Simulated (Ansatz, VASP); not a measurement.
# HfGe (h-BN type (invented)) in two plane-wave programs, part 2 of 2

Wanted: the spread between two codes on one cell, functional and k mesh. The cell is generated by rule, not measured, and may not be a known phase. Of the first pair: The two relaxations start from unlike cells of this crystal (the structure described is Ansatz's start), so only their ends are compared.

VASP 6.6.1 and Ansatz 0.2.0.

So far: The structure; VASP: relaxation of cell and atoms, LDA, pair 1; Ansatz: relaxation of cell and atoms, LDA, pair 1; Side by side.

## 5. VASP: relaxation of cell and atoms, LDA, pair 2

Level of this step: LDA; plane waves and PAW (Hf_pv, Ge_d); invented cell (VASP).

The relaxed volume is the usual yardstick between codes: in a stiff, nearly cubic crystal its relative difference is about their pressure difference at one cell divided by the bulk modulus. Its start cell is another than that of the pair before, and may be another structure of the material.

INCAR

```
SYSTEM = HfGe
PREC = Accurate
ENCUT = 500
EDIFF = 1E-07
NELM = 120
ISMEAR = 0
SIGMA = 0.1
LREAL = .FALSE.
ALGO = Normal
GGA = PW92
NBANDS = 30
LASPH = .TRUE.
LORBIT = 11
LWAVE = .FALSE.
LCHARG = .FALSE.
ISIF = 3
IBRION = 2
NSW = 80
EDIFFG = -0.005
GGA_COMPAT = .FALSE.
NELMIN = 4
KPAR = 2
```

POSCAR

```
HfGe
1.0
    4.5211730000      0.0000000000      0.0000000000
   -2.2605860000      3.9154500000      0.0000000000
    0.0000000000      0.0000000000      5.2283580000
Hf Ge
2 2
Direct
    0.3333331859      0.6666665930      0.2500000000
    0.6666665193      0.3333332596      0.7500000000
    0.6666665193      0.3333332596      0.2500000000
    0.3333331859      0.6666665930      0.7500000000
```

KPOINTS

```
Automatic mesh
0
Gamma
12 12 8
0 0 0
```

PAW data sets: Hf_pv and Ge_d (LDA family, release 64).

Started as:

```bash
> mpirun -np 2 vasp_std
```

Numbers of over 12 decimals in the logs are rounded to 6 here.

Log:

```text
[banner, memory and clock lines left out]
running    2 mpi-ranks, on    1 nodes
[...]
[... a notice as in an earlier step ...]

 LDA part: xc-table for (Slater(with rela. corr.)+PW92), standard interpolation
 POSCAR, INCAR and KPOINTS ok, starting setup
[...]
entering main loop
       N       E                     dE             d eps       ncg     rms          rms(c)
DAV:   1     0.425061291544E+03    0.42506E+03   -0.24366E+04  6720   0.328E+03
DAV:   2     0.316982212856E+02   -0.39336E+03   -0.37891E+03  5742   0.765E+02
DAV:   3    -0.317583952242E+02   -0.63457E+02   -0.61402E+02  6762   0.180E+02
DAV:   4    -0.349686921969E+02   -0.32103E+01   -0.31819E+01  6906   0.432E+01
[...]
DAV:  13    -0.327442280148E+02   -0.40793E-06   -0.31230E-06  7254   0.997E-03    0.114E-02
DAV:  14    -0.327442278902E+02    0.12459E-06   -0.68640E-07  5782   0.442E-03    0.924E-04
DAV:  15    -0.327442278983E+02   -0.80618E-08   -0.44060E-08  4164   0.194E-03
   1 F= -.32744228E+02 E0= -.32742652E+02  d E =-.327442E+02
[... from here on, the cycles between the ionic steps are left out ...]
   2 F= -.32744417E+02 E0= -.32742825E+02  d E =-.189170E-03
   3 F= -.32745022E+02 E0= -.32743437E+02  d E =-.793607E-03
   4 F= -.32745017E+02 E0= -.32743434E+02  d E =-.789239E-03
   5 F= -.32745020E+02 E0= -.32743436E+02  d E =-.792321E-03
   6 F= -.32745022E+02 E0= -.32743437E+02  d E =-.204122E-05
   7 F= -.32745035E+02 E0= -.32743451E+02  d E =-.146380E-04
[...]
reached required accuracy - stopping structural energy minimisation
```

OUTCAR, selected parts (step 5):

```text
  Total        0.0024667      0.0024667      0.0018427      0.0000000      0.0000000      0.0000000
  in kB        0.0424960      0.0424960      0.0317451      0.0000000      0.0000000      0.0000000
  external PRESSURE =       0.0389124 kB  Pullay stress =       0.0000000 kB

 POSITION                                       TOTAL-FORCE (eV/Angst)
 -----------------------------------------------------------------------------------
     -0.00000      2.61606      1.30759        -0.000000      0.000000      0.000000
      2.26557      1.30803      3.92278         0.000000     -0.000000     -0.000000
      2.26557      1.30803      1.30759        -0.000000      0.000000      0.000000
     -0.00000      2.61606      3.92278         0.000000      0.000000      0.000000
 -----------------------------------------------------------------------------------
    total drift:                                0.000913      0.000527     -0.000004

  FREE ENERGIE OF THE ION-ELECTRON SYSTEM (eV)
  ---------------------------------------------------
  free  energy   TOTEN  =       -32.7450348575 eV

  energy  without entropy=      -32.7418662514  energy(sigma->0) =      -32.74345055

[... 1 part as in an earlier step ...]

[... 3 further parts left out ...]
[key lines of the parts left out:]
E-fermi :   3.8476
```

## 6. Ansatz: relaxation of cell and atoms, LDA, pair 2

The same cell, functional (in two slightly different forms), mesh and smearing now go to Ansatz, which takes its cutoff from its data sets.

The cell is taken from a series of runs on this material, whose earlier steps may have relaxed, scaled, displaced or heated it; both programs get it as it stands.

input.yaml

```yaml
crystal:
  lattice:
    - [4.52117266, 0.0, 0.0]
    - [-2.26058633, 3.9154503785, 0.0]
    - [0.0, 0.0, 5.2283575017]
  atoms:
    - { symbol: Hf, position: [0.3333333333, 0.6666666667, 0.25] }
    - { symbol: Hf, position: [0.6666666667, 0.3333333333, 0.75] }
    - { symbol: Ge, position: [0.6666666667, 0.3333333333, 0.25] }
    - { symbol: Ge, position: [0.3333333333, 0.6666666667, 0.75] }
kpoints:
  mp_grid: { grid: [12, 12, 8] }
hamiltonian:
  xc: lda
scf:
  occupations: { method: gaussian, width: 0.1 }
output:
  forces: true
  stress: true
  eigenvalues: true
  write_density: true
  write_potential: true
  elf: true
  volumetric_format: npy
relax:
  adjacent_minimum: "off"
  f_tol: 0.005
  max_steps: 80
  cell: { stress_tol: 0.05 }
```

Started as:

```bash
> ansatz run input.yaml --threads 2 --pin off --max-ram 5120MiB --backend cpu --events-out ev --progress --plain --runs-dir out
```

Log:

```text
[...]
Crystal: 4 atoms, lattice volume = 92.555 Å³
Basis set: ecut = 420 eV, 1811 PW (Γ)
Bands: 48, of which v1, the nominal top of the filled ones, is band 40 counted from 1 (39 counted from 0)
Symmetry: 24 space group operations
[...]
k-points: 95 of 1152
[...]
--- Relaxed structure (3 steps of the walk, 3 accepted, 1 SCFs on fresh bases) ---
[...]
cell:  # Å, volume = 93.0843 Å³
    - [4.533525, 0, 0]
    - [-2.266762, 3.926147, 0]
    - [0, 0, 5.229663]
  atoms:
    - { symbol: Hf, position: [0.333333, 0.666667, 0.25] }
    - { symbol: Hf, position: [0.666667, 0.333333, 0.750000] }
    - { symbol: Ge, position: [0.666667, 0.333333, 0.25] }
    - { symbol: Ge, position: [0.333333, 0.666667, 0.750000] }
[key lines of the parts left out:]
SCF converged after 7 iterations
Free energy (F): -39386.113144 eV
Fermi energy:    12.669849 eV
P = ⅓ Tr σ = -0.0048 GPa (-0.048 kbar)
```

## 7. Side by side

What differs besides the data sets and the points named for the pairs above, as far as they apply: the data sets hold 80 valence electrons in Ansatz (on its default PAW (the set named soft_2) files) and 48 in VASP. Total energies have different zeros and are not compared.

Both answers:

| quantity | Ansatz | VASP | difference |
| --- | --- | --- | --- |
| volume (Å³) | 93.08 | 93.00 | +0.09 % |
| edge a after relaxation, in the typed setting (Å) | 4.534 | 4.531 | +0.05 % |
| edge c after relaxation, in the typed setting (Å) | 5.230 | 5.230 | -0.01 % |

## 8. Summary of results

* difference in edge c after relaxation, in the typed setting (relaxation of cell and atoms, LDA, pair 1): 0.067 %
* difference in volume (relaxation of cell and atoms, LDA, pair 2): 0.092 %

**Reading.** The difference in volume is 0.092 % (relaxation of cell and atoms, LDA, pair 2), within the 1.2 % picked in this series as the mark of a large difference, as far as the stopping tolerances let one tell. The data sets hold unlike numbers of valence electrons (80 in Ansatz and 48 in VASP), so part of the differences comes from the potentials. Such differences can come from data sets, numerical settings and the points named under the comparisons, not from the functional's error against experiment.

[Lines on the potential files, build, host, timing and source positions are cut from VASP's logs without a mark.]

[Logs are printed without paths, hosts, clocks, repeated set-up lines and the standing remarks that a program may print on its own settings, such as how far it seeks lower states.]

[Hosts, paths, dates, database ids (printed as entryN), source tags and the programs' standing remarks are cut or masked in the printed files.]
